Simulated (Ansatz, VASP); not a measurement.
# TiAl3: VASP beside Ansatz, part 2 of 2

Aim: how closely do two programs agree when they are given the same cell, functional and k mesh? The cell is taken from a series of runs on this material, whose earlier steps may have relaxed, scaled, displaced or heated it; both programs get it as it stands.

VASP 6.6.1 and Ansatz 0.2.0.

So far: The starting structure; VASP: zone-centre phonons, LDA.

### 2. VASP: zone-centre phonons, LDA (continued)

Level of this step: LDA; plane waves and PAW (Al, Ti_sv) (VASP).

Numbers of over 12 decimals in the logs are rounded to 6 here.

From OUTCAR (step 2):

```text
ion  position               nearest neighbor table
   1  0.500  0.500  0.000-   4 2.60   4 2.60   4 2.60   4 2.60   3 2.76   2 2.76   3 2.76   2 2.76
                             3 2.76   3 2.76   2 2.76   2 2.76
   2  0.750  0.250  0.500-   3 2.60   3 2.60   3 2.60   3 2.60   4 2.76   1 2.76   4 2.76   4 2.76
                             1 2.76   1 2.76   4 2.76   1 2.76
   3  0.250  0.750  0.500-   2 2.60   2 2.60   2 2.60   2 2.60   4 2.76   1 2.76   4 2.76   1 2.76
                             4 2.76   4 2.76   1 2.76   1 2.76
   4  0.000  0.000  0.000-   1 2.60   1 2.60   1 2.60   1 2.60   3 2.76   2 2.76   3 2.76   3 2.76
                             2 2.76   2 2.76   3 2.76   2 2.76

  LATTYP: Found a body centered tetragonal cell.
 ALAT       =     3.6771860230
 C/A-ratio  =     2.2410859572

 Subroutine GETGRP returns: Found 16 space group operations
 (whereof 16 operations were pure point group operations)

The static configuration has the point symmetry D_4h.

 Found    349 irreducible k-points:

   k-points           NKPTS =    349   k-points in BZ     NKDIM =    349   number of bands    NBANDS=     16

   dimension x,y,z NGX =    36 NGY =   36 NGZ =   36
   dimension x,y,z NGXF=    72 NGYF=   72 NGZF=   72

   ENCUT  =  500.0 eV  36.75 Ry    6.06 a.u.   8.88  8.88  8.88*2*pi/ulx,y,z

   NELECT =      21.0000    total number of electrons

 k-points in reciprocal lattice and weights: Automatic mesh
   0.00000000  0.00000000  0.00000000       0.000
   0.06250000  0.00000000 -0.00000000       0.002
   0.12500000  0.00000000 -0.00000000       0.002
   0.18750000  0.00000000 -0.00000000       0.002
   0.25000000  0.00000000 -0.00000000       0.002
   0.31250000  0.00000000  0.00000000       0.002
   0.37500000  0.00000000 -0.00000000       0.002
   0.43750000  0.00000000  0.00000000       0.002
   0.50000000  0.00000000 -0.00000000       0.001
[...]
-0.43750000 -0.43750000  0.43750000       0.000
   0.50000000  0.50000000  0.50000000       0.000

 average (electrostatic) potential at core
       1 -68.4026       2 -68.2794       3 -68.2794       4 -70.6344

  Total        4.0677870      4.0677870      4.0648044      0.0000000      0.0000000      0.0000000
  in kB      116.9751096    116.9751096    116.8893406      0.0000000      0.0000000      0.0000000
  external PRESSURE =     116.9465199 kB  Pullay stress =       0.0000000 kB

  energy-cutoff  :      500.00
  volume of cell :       55.72
      direct lattice vectors                 reciprocal lattice vectors
    -1.838593011  1.838593011  4.120444979     0.000000000  0.271947080  0.121346117
     1.838593011 -1.838593011  4.120444979     0.271947080  0.000000000  0.121346117
     1.838593011  1.838593011 -4.120444979     0.271947080  0.271947080  0.000000000

 POSITION                                       TOTAL-FORCE (eV/Angst)
 -----------------------------------------------------------------------------------
      0.00000      0.00000      4.12044         0.000000     -0.000000     -0.000000
      0.00000      1.83859      2.06022        -0.000000     -0.000000     -0.000000
      1.83859      0.00000      2.06022         0.000000      0.000000      0.000000
      0.00000      0.00000      0.00000         0.000000     -0.000000     -0.000000
 -----------------------------------------------------------------------------------
    total drift:                               -0.000000      0.000000      0.000000

 Eigenvectors and eigenvalues of the dynamical matrix
 ----------------------------------------------------

   1 f  =   11.995316 THz    75.368793 2PiTHz  400.120669 cm-1    49.608618 meV
             X         Y         Z           dx          dy          dz
      0.000000  0.000000  4.120445    -0.162782    0.782050   -0.000000
      0.000000  1.838593  2.060222    -0.000247    0.001189    0.000000
      1.838593  0.000000  2.060222    -0.000247    0.001189    0.000000
      0.000000  0.000000  0.000000     0.122590   -0.588955   -0.000000

   2 f  =   11.995316 THz    75.368793 2PiTHz  400.120669 cm-1    49.608618 meV
             X         Y         Z           dx          dy          dz
      0.000000  0.000000  4.120445     0.782050    0.162782   -0.000000
      0.000000  1.838593  2.060222     0.001189    0.000247   -0.000000
      1.838593  0.000000  2.060222     0.001189    0.000247    0.000000
      0.000000  0.000000  0.000000    -0.588955   -0.122590   -0.000000

   3 f  =   11.930482 THz    74.961430 2PiTHz  397.958047 cm-1    49.340487 meV
             X         Y         Z           dx          dy          dz
      0.000000  0.000000  4.120445     0.000000    0.000000    0.000000
      0.000000  1.838593  2.060222    -0.624737   -0.331215    0.000000
      1.838593  0.000000  2.060222     0.624737    0.331215   -0.000000
      0.000000  0.000000  0.000000    -0.000000   -0.000000    0.000000

   4 f  =   11.930482 THz    74.961430 2PiTHz  397.958047 cm-1    49.340487 meV
             X         Y         Z           dx          dy          dz
      0.000000  0.000000  4.120445    -0.000000   -0.000000   -0.000000
      0.000000  1.838593  2.060222    -0.331215    0.624737    0.000000
      1.838593  0.000000  2.060222     0.331215   -0.624737   -0.000000
      0.000000  0.000000  0.000000     0.000000    0.000000    0.000000

   5 f  =   11.612120 THz    72.961100 2PiTHz  387.338621 cm-1    48.023847 meV
             X         Y         Z           dx          dy          dz
      0.000000  0.000000  4.120445    -0.000000    0.000000    0.398121
      0.000000  1.838593  2.060222     0.000000    0.000000   -0.538932
      1.838593  0.000000  2.060222     0.000000    0.000000   -0.538932
      0.000000  0.000000  0.000000     0.000000   -0.000000    0.510494

   6 f  =    8.875479 THz    55.766282 2PiTHz  296.054126 cm-1    36.706017 meV
             X         Y         Z           dx          dy          dz
      0.000000  0.000000  4.120445    -0.000000    0.000000   -0.000000
      0.000000  1.838593  2.060222     0.000000   -0.000000    0.707107
      1.838593  0.000000  2.060222     0.000000   -0.000000   -0.707107
      0.000000  0.000000  0.000000    -0.000000   -0.000000    0.000000

   7 f  =    7.899646 THz    49.634940 2PiTHz  263.503828 cm-1    32.670296 meV
             X         Y         Z           dx          dy          dz
      0.000000  0.000000  4.120445    -0.263179   -0.288571    0.000000
      0.000000  1.838593  2.060222     0.363118    0.398152   -0.000000
      1.838593  0.000000  2.060222     0.363118    0.398152    0.000000
      0.000000  0.000000  0.000000    -0.347999   -0.381575   -0.000000

   8 f  =    7.899646 THz    49.634940 2PiTHz  263.503828 cm-1    32.670296 meV
             X         Y         Z           dx          dy          dz
      0.000000  0.000000  4.120445     0.288571   -0.263179   -0.000000
      0.000000  1.838593  2.060222    -0.398152    0.363118    0.000000
      1.838593  0.000000  2.060222    -0.398152    0.363118   -0.000000
      0.000000  0.000000  0.000000     0.381575   -0.347999    0.000000

   9 f  =    7.035893 THz    44.207820 2PiTHz  234.692132 cm-1    29.098103 meV
             X         Y         Z           dx          dy          dz
      0.000000  0.000000  4.120445     0.000000   -0.000000    0.794659
      0.000000  1.838593  2.060222    -0.000000    0.000000    0.006033
      1.838593  0.000000  2.060222    -0.000000    0.000000    0.006033
      0.000000  0.000000  0.000000     0.000000   -0.000000   -0.606996

  10 f/i=    0.002923 THz     0.018365 2PiTHz    0.097498 cm-1     0.012088 meV
             X         Y         Z           dx          dy          dz
      0.000000  0.000000  4.120445     0.434045   -0.144801   -0.000000
      0.000000  1.838593  2.060222     0.434310   -0.144890   -0.000000
      1.838593  0.000000  2.060222     0.434310   -0.144890   -0.000000
      0.000000  0.000000  0.000000     0.578105   -0.192861   -0.000000

  11 f/i=    0.002923 THz     0.018365 2PiTHz    0.097498 cm-1     0.012088 meV
             X         Y         Z           dx          dy          dz
      0.000000  0.000000  4.120445    -0.144801   -0.434045    0.000000
      0.000000  1.838593  2.060222    -0.144890   -0.434310    0.000000
      1.838593  0.000000  2.060222    -0.144890   -0.434310    0.000000
      0.000000  0.000000  0.000000    -0.192861   -0.578105    0.000000

  12 f/i=    0.006249 THz     0.039265 2PiTHz    0.208449 cm-1     0.025844 meV
             X         Y         Z           dx          dy          dz
      0.000000  0.000000  4.120445    -0.000000   -0.000000   -0.458275
      0.000000  1.838593  2.060222    -0.000000   -0.000000   -0.457729
      1.838593  0.000000  2.060222    -0.000000   -0.000000   -0.457729
      0.000000  0.000000  0.000000    -0.000000   -0.000000   -0.609058

 ELASTIC MODULI CONTR FROM IONIC RELAXATION (kBar)
 Direction    XX          YY          ZZ          XY          YZ          ZX
 --------------------------------------------------------------------------------
 XX          -4.0400      4.0400      0.0000      0.0000      0.0000     -0.0000
 YY           4.0400     -4.0400      0.0000      0.0000     -0.0000      0.0000
 ZZ           0.0000      0.0000      0.0000      0.0000      0.0000      0.0000
 XY           0.0000      0.0000      0.0000      0.0000      0.0000      0.0000
 YZ           0.0000     -0.0000      0.0000      0.0000     -9.2689      0.0000
 ZX          -0.0000      0.0000      0.0000      0.0000     -0.0000    -11.3368
 --------------------------------------------------------------------------------
```

### 3. Ansatz: zone-centre phonons, LDA

Ansatz runs on its PAW soft_1 files.

The same cell, functional (in two slightly different forms), mesh and smearing now go to Ansatz, which takes its cutoff from its data sets.

input.yaml

```yaml
crystal:
  lattice:
    - [-1.8385930115, 1.8385930115, 4.1204449791]
    - [1.8385930115, -1.8385930115, 4.1204449791]
    - [1.8385930115, 1.8385930115, -4.1204449791]
  atoms:
    - { symbol: Al, position: [0.5, 0.5, 0.0] }
    - { symbol: Al, position: [0.75, 0.25, 0.5] }
    - { symbol: Al, position: [0.25, 0.75, 0.5] }
    - { symbol: Ti, position: [0.0, 0.0, 0.0] }
kpoints:
  mp_grid: { grid: [16, 16, 16] }
hamiltonian:
  xc: lda
  pseudopotentials: { kind: paw, azcp: { folder: soft_1 }, xc_functional: pbe }
scf:
  occupations: { method: methfessel_paxton, width: 0.2 }
output:
  eigenvalues: true
phonons:
  method: dfpt
```

Command:

```sh
> ansatz run input.yaml --threads 4 --pin off --max-ram 16384MiB --backend cpu --events-out ev --progress --plain --runs-dir out
```

The log of the run:

```text
zone centre: on kpoints.mp_grid the ground state, and the responses unless they are solved on pairs of k-points, stand on 621 of the mesh's 4096 k-points, reduced under 4 symmetry operations, with k and −k counted as one. Each operation leaves every solved displacement unchanged or reverses it
Engine: ansatz 0.2.0, x86_64-unknown-linux-gnu
Pseudopotentials: kind: paw
Pseudopotential: Al, paw, valence charge 3, recommended cutoff 420 eV (normal), soft_1/Al.paw.azcp
Pseudopotential: Ti, paw, valence charge 12, recommended cutoff 420 eV (normal), soft_1/Ti.paw.azcp
Functional definition: SPW92
  exchange = slater_x
  correlation = pw_c
Crystal: 4 atoms, lattice volume = 55.715 Å³
Basis set: ecut = 420 eV, 1073 PW (Γ), exchange–correlation on 72×72×72 points (8 copies of the dense FFT grid, shifted against one another)
Bands: 15, of which v1, the nominal top of the filled ones, is band 11 counted from 1 (10 counted from 0)
Symmetry: 16 space group operations
k-points: 621 of 4096 (irreducible under 4 space group operations, time reversal used)
Non-local potential: Al, projectors of the file, l = 0: 2, l = 1: 2, l = 2: 1
Non-local potential: Ti, projectors of the file, l = 0: 3, l = 1: 2, l = 2: 3, l = 3: 1
PAW form: soft (Blöchl's): semilocal exchange-correlation on the pseudo side does not see the compensation charge
PAW frozen core: Al, regenerated for the run's functional, and the local potential with it (the file was generated under x = pbe(κ = 0.804, μ = 0.219515), c = pbe(β = 0.066725))
PAW frozen core: Ti, regenerated for the run's functional, and the local potential with it (the file was generated under x = pbe(κ = 0.804, μ = 0.219515), c = pbe(β = 0.066725))
PAW one-centre angular grid: Al, 110 points (default); XC on 64 Gauss nodes
PAW one-centre angular grid: Ti, 590 points (default); XC on 64 Gauss nodes
Initial density: superposition of atomic densities (chi_scale 0.1, normalization cell, long waves kept (reshape's long-wave potential 0.00 eV rms))
Initial wavefunctions: pseudopotential atomic-orbital guess
Functional: x = slater, c = lda
SCF iter   1: F=—  HF=-3990.886957 eV  |F-HF|=—  |Δ(HF+E_count)|=         —  Δρ=3.08e-2  dr2=6.66e-1  ethr=3.10e-3  ⟨swp⟩=5.2  Hψ=48401  notcnv=0
preconditioner: auto → Kerker (q_TF=auto, 2.319 Å⁻¹)  [metal: Δε(μ)=0.017 eV  Ē_g=5.992 eV  σ=0.200 eV  W_gap=0.07  n_scr=10 (ndim 8)  ℏωp=17.9 eV  f_vac=0.000  D(μ)=1.53/eV (n_scr^D=10)]
SCF iter   2: F=—  HF=-3990.615030 eV  |F-HF|=—  |Δ(HF+E_count)|=   2.72e-1  S|Δr|=    0.00e0  Δρ=1.97e-2  dr2=3.01e-1  ethr=3.10e-3  ⟨swp⟩=1.8  Hψ=15071  notcnv=0
SCF iter   3: F=—  HF=-3990.450298 eV  |F-HF|=—  |Δ(HF+E_count)|=   1.65e-1  S|Δr|=    0.00e0  Δρ=2.19e-3  dr2=2.33e-3  ethr=1.43e-3  ⟨swp⟩=2.7  Hψ=14773  notcnv=0
SCF iter   4: F=—  HF=-3990.449173 eV  |F-HF|=—  |Δ(HF+E_count)|=   1.13e-3  S|Δr|=    0.00e0  Δρ=5.90e-4  dr2=1.46e-4  ethr=1.11e-5  ⟨swp⟩=2.7  Hψ=15668  notcnv=0
SCF iter   5: F=—  HF=-3990.449105 eV  |F-HF|=—  |Δ(HF+E_count)|=   6.77e-5  S|Δr|=    0.00e0  Δρ=1.12e-4  dr2=9.43e-6  ethr=6.94e-7  ⟨swp⟩=2.0  Hψ=12932  notcnv=0
SCF iter   6: F=—  HF=-3990.449103 eV  |F-HF|=—  |Δ(HF+E_count)|=   1.93e-6  S|Δr|=    0.00e0  Δρ=1.71e-5  dr2=1.52e-7  ethr=4.49e-8  ⟨swp⟩=2.2  Hψ=11766  notcnv=0
SCF iter   7: F=—  HF=-3990.449102 eV  |F-HF|=—  |Δ(HF+E_count)|=   1.07e-6  S|Δr|=    0.00e0  Δρ=2.54e-6  dr2=3.26e-9  ethr=7.23e-10  ⟨swp⟩=2.7  Hψ=14150  notcnv=0
SCF iter   8: F=—  HF=-3990.449102 eV  |F-HF|=—  |Δ(HF+E_count)|=  9.50e-10  S|Δr|=    0.00e0  Δρ=5.95e-7  dr2=1.73e-10  ethr=1.55e-11  ⟨swp⟩=2.8  Hψ=15937  notcnv=0
SCF iter   9: F=-3990.449102 eV  HF=-3990.449102 eV  |F-HF|=3.18e-12  |Δ(HF+E_count)|=  4.05e-11  S|Δr|=    0.00e0  Δρ=1.17e-7  dr2=4.64e-12  ethr=1.00e-12  ⟨swp⟩=5.1  Hψ=34571  notcnv=0
the search or the solves at the SCF's close seem to have found levels that the self-consistency loop had missed (the run counts 2). By its estimate they hold under 1e-12 electrons; where the run keeps them, the occupations were computed again with them
SCF 1 converged in 9 iterations: F = -3990.449102 eV  dr2 = 4.64e-12
  greatest PAW one-centre occupation: 0.998 electrons in one spin orbital (limit 2), on the Ti atom at site 3 (counted from 0), in its partial waves of l = 0
DFPT response loops at Γ: preconditioner auto → Kerker (q_TF=auto, 2.319 Å⁻¹) (partly filled bands, converged f_vac=0.000); β = 1.00, the filter's whole step (`scf.mixing.beta` (0.50) is not read by the response loops under this deck's `scf.mixing.preconditioner`; to damp them name `kerker` or `kerker_dos`, under which they read `scf.mixing.beta`, and type it under 1.00, their step now; both keys bind the ground state too); Broyden in place of MSR1
SCF converged after 9 iterations
Stability not checked: this state was not tested for a lower state beside it, because cold or Methfessel-Paxton smearing, or corrected tetrahedra, fill the levels in a way that the test cannot read (fill_not_monotonic; see scf.lower_state_search)
Free energy (F): -3990.449102 eV
Harris-Foulkes:  -3990.449102 eV  (|F-HF|=3.18e-12)
Internal energy: -3990.449806 eV  (E = F + TS)
E sigma→0 (E₀):  -3990.449278 eV
Entropy (-TS):   0.000705 eV (0.176 meV/atom)
Fermi energy:    10.800283 eV
Step filling:    the computed levels leave a gap of 0.0000 eV = 0.0 smearing widths at the electron count; against every level under it full and every level over it empty, smearing changes F+E_penalty+E_count by +0.429 meV and its σ→0 estimate by +0.253 meV
--- Per-component energies (eV) ---
  E_band       = -123.687007
  E_kinetic    = 359.882778
  E_local      = -1196.760257  (includes V_loc(G=0)·N_el)
  E_nonlocal   = 100.687880
  E_hartree    = 520.473343
  E_xc         = -232.450018
  E_vxc        = -239.953649  (∫ρ·V_xc dr)
  E_paw        = -2331.667879  (= ΣΔE_a)
  E_vpaw       = -188.490342  (= ΣTr[D̂ρ^β])
  E_aug_tail   = -0.000093  (compensation charges beyond the density's cutoff)
  E_ewald      = -1211.108661
  E_core_change = 0.493100  (= ΣΔE_core)
  E_smearing   = 0.000705  (= −TS)
  E_closure    = -0.000000  (closes the sum)
  Σ components = -3990.449102   (vs F -3990.449102, Δ=0.00e0)
--- Band table (eV; the first three rows and the last of 621) ---
  k-point 0: bands = [... 7 lower, 9.1477, 9.4655, 9.4655, 11.7344, 12.8505, 12.8505, 13.1322, 13.9854]
  k-point 1: bands = [... 7 lower, 9.0738, 9.2229, 9.5064, 11.3373, 12.9413, 12.9846, 13.0185, 14.1987]
  k-point 2: bands = [... 7 lower, 8.6601, 8.8901, 9.5785, 10.5210, 12.8789, 13.1432, 13.1637, 14.4853]
  k-point 620: bands = [... 7 lower, 9.9739, 9.9739, 10.5141, 11.5418, 11.5418, 11.8852, 14.1074, 16.5483]
--- Phonons (Γ-DFPT): 6 representative perturbations + reference, on 621 of 4096 k-points (Σ response iterations 18) ---
  k mesh reduced under 4 symmetry operations, with k and −k counted as one. Each operation leaves every solved displacement unchanged or reverses it
  ASR residual: 4.358e-5 → 0.000e0 eV/Å²; symmetrization residual: 3.178e-6 eV/Å²
  ASR residual per site (eV/Å²): 2.34e-5 1.18e-5 1.18e-5 4.36e-5
  Γ frequencies (cm⁻¹): 0.00 0.00 0.00 234.16 263.12 263.12 295.71 386.34 396.71 396.71 399.61 399.61
  non-analytic LO–TO correction: not included (Born effective charges unavailable; polar crystals: no LO–TO splitting at Γ)
```

Reading the cycles: dr2 is the Hartree energy of the density residual (eV), the measure of convergence; HF is the Harris–Foulkes estimate of the energy, which meets the free energy F at convergence.

### 4. Comparison

Known differences besides the potentials themselves: the cutoff is 420 eV in Ansatz and 500 eV in VASP; VASP's log shows a relativistic correction to its local exchange, Ansatz's none. Total energies have different zeros and are not compared.

The two programs side by side:

```tsv
quantity	Ansatz	VASP	difference
optical mode 1 (cm⁻¹)	234.2	234.7	-0.23 %
optical mode 2 to 3 (cm⁻¹)	263.1	263.5	-0.15 %
optical mode 4 (cm⁻¹)	295.7	296.1	-0.12 %
optical mode 5 (cm⁻¹)	386.3	387.3	-0.26 %
optical mode 6 to 7 (cm⁻¹)	396.7	398.0	-0.31 %
optical mode 8 to 9 (cm⁻¹)	399.6	400.1	-0.13 %
```

Modes are paired by rising frequency, not by their patterns, so a pair may set unlike modes beside each other; they are those without the splitting of longitudinal modes.

### 5. Outcome

```
r.m.s. difference of the optical zone-centre modes, each program's sorted by frequency (zone-centre phonons, LDA) : 0.77 cm⁻¹
```

The r.m.s. difference of the optical zone-centre modes, each program's sorted by frequency is 0.77 cm⁻¹ (zone-centre phonons, LDA). Such differences can come from data sets, numerical settings and the points named under the comparisons, not from the functional's error against experiment.

[Lines on the potential files, build, host, timing and source positions are cut from VASP's logs without a mark.]

[Logs are printed without paths, hosts, clocks, repeated set-up lines and the standing remarks that a program may print on its own settings, such as how far it seeks lower states.]

[Hosts, paths, dates, database ids (printed as entryN), source tags and the programs' standing remarks are cut or masked in the printed files.]
